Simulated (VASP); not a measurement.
Method: PBE GGA, VASP's PBE PAW potentials (set 64) (plane waves; VASP).

The input files of a VASP run:

### INCAR
```
ALGO = Normal
EDIFF = 1E-6
ENCUT = 150
GGA = PE
ISIF = 2
ISMEAR = 0
LASPH = T
LCHARG = F
LMAXMIX = 4
LREAL = F
LWAVE = F
NELM = 100
PREC = Accurate
SIGMA = 0.01
SYSTEM = KBr
```

File KPOINTS:
```
K-points
0
G
 9 9 9
```

**POSCAR**
```
KBr
6.5976460
  0.0000000000   0.5000000000   0.5000000000
  0.5000000000   0.0000000000   0.5000000000
  0.5000000000   0.5000000000   0.0000000000
K Br
1 1
direct
  0.0000000000   0.0000000000   0.0000000000
  0.5000000000   0.5000000000   0.5000000000
```

POTCAR, in this order: K_sv Br (PBE.64 set). Program: vasp_std.

The run wrote:

**OSZICAR**
```
       N       E                     dE             d eps       ncg     rms          rms(c)
DAV:   1     0.295984176646E+02    0.29598E+02   -0.37384E+03  1032   0.444E+02
DAV:   2    -0.496929593090E+01   -0.34568E+02   -0.32807E+02  1096   0.119E+02
DAV:   3    -0.630028759821E+01   -0.13310E+01   -0.13279E+01  1072   0.212E+01
DAV:   4    -0.632027142591E+01   -0.19984E-01   -0.19980E-01  1064   0.296E+00
DAV:   5    -0.632095914592E+01   -0.68772E-03   -0.68771E-03  1292   0.427E-01    0.895E+00
DAV:   6    -0.615292894361E+01    0.16803E+00   -0.26134E-01   968   0.333E+00    0.519E+00
DAV:   7    -0.615423834888E+01   -0.13094E-02   -0.20056E-01  1024   0.299E+00    0.972E-01
DAV:   8    -0.615937212977E+01   -0.51338E-02   -0.14779E-02   992   0.954E-01    0.104E-01
DAV:   9    -0.615972210021E+01   -0.34997E-03   -0.49424E-04  1064   0.163E-01    0.729E-02
DAV:  10    -0.616021325646E+01   -0.49116E-03   -0.82627E-04   920   0.168E-01    0.269E-02
DAV:  11    -0.616020825626E+01    0.50002E-05   -0.72811E-05  1064   0.575E-02    0.180E-02
DAV:  12    -0.616020483925E+01    0.34170E-05   -0.56617E-06  1004   0.213E-02    0.155E-03
DAV:  13    -0.616020503984E+01   -0.20059E-06   -0.32425E-07   796   0.389E-03
   1 F= -.61602050E+01 E0= -.61602050E+01  d E =-.130707-105
```

OUTCAR:
```
------------------------ aborting loop because EDIFF is reached ----------------------------------------
  FORCE on cell =-STRESS in cart. coord.  units (eV):
  Direction    XX          YY          ZZ          XY          YZ          ZX
  --------------------------------------------------------------------------------------
  Total       -7.6928151     -7.6928151     -7.6928151      0.0000000      0.0000000     -0.0000000
  in kB     -171.6677985   -171.6677985   -171.6677985      0.0000000      0.0000000     -0.0000000
  external PRESSURE =    -171.6677985 kB  Pullay stress =       0.0000000 kB
  volume of cell :       71.80
      direct lattice vectors                 reciprocal lattice vectors
     0.000000000  3.298823000  3.298823000    -0.151569211  0.151569211  0.151569211
     3.298823000  0.000000000  3.298823000     0.151569211 -0.151569211  0.151569211
     3.298823000  3.298823000  0.000000000     0.151569211  0.151569211 -0.151569211
  FREE ENERGIE OF THE ION-ELECTRON SYSTEM (eV)
  ---------------------------------------------------
  free  energy   TOTEN  =        -6.1602050398 eV

  energy  without entropy=       -6.1602050398  energy(sigma->0) =       -6.16020504
```
(Selected blocks of OUTCAR.)

At this cut-off the stress carries a Pulay error, which pulls relaxed volumes low.

The structure comes from a computed database's KBr entry; how it stands against other phases isn't given here. The cell was not relaxed at this level. The run is one of a series of settings (ENCUT = 150 against the base run), some of them coarse on purpose.
